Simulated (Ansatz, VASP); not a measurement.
## One calculation of BaIBr, two programs

```
CELL_PARAMETERS angstrom
4.20498 0.00000 0.00000
0.00000 4.20498 0.00000
0.00000 0.00000 31.06222
ATOMIC_POSITIONS crystal
Ba 0.00000 0.00000 0.29454
I 0.50000 0.50000 0.22941
Br 0.50000 0.50000 0.34894
```

Alike in both runs: functional PBE; k mesh 6 × 6 × 1; occupations gaussian, width 0.02 eV; no spin polarisation.

Ansatz relaxed the structure, and its values are those at the end. VASP's run is a single point on that final structure, the one shown.

|  | VASP | Ansatz |
| --- | --- | --- |
| version | VASP 6.6.1 | Ansatz 0.2.0 |
| potentials or method | VASP PAW PBE potentials, release 64 (Ba_sv, I, Br) | scalar-relativistic, plane waves, PAW |
| plane-wave cutoff (eV) | 520 | 420 |
| valence electrons in the cell | 24 | 34 |

|  | VASP | Ansatz | Ansatz less VASP |
| --- | --- | --- | --- |
| gap on the k mesh at the Fermi level (eV) | 2.26 | 2.32 | +0.062 |
| least direct gap on the mesh (eV) | 2.41 | 2.46 | +0.049 |
| rms of the force components (eV/Å) | 0.026 | 0.003 | -0.0225 |

The two sets of potentials don't hold the same shells in valence. Ansatz warned: «xc_potential_rough_in_thin_density».

Caveats: spin-orbit coupling is left out, which moves the levels of the heavy elements. As with any semilocal functional, this PBE gap is likely too small.
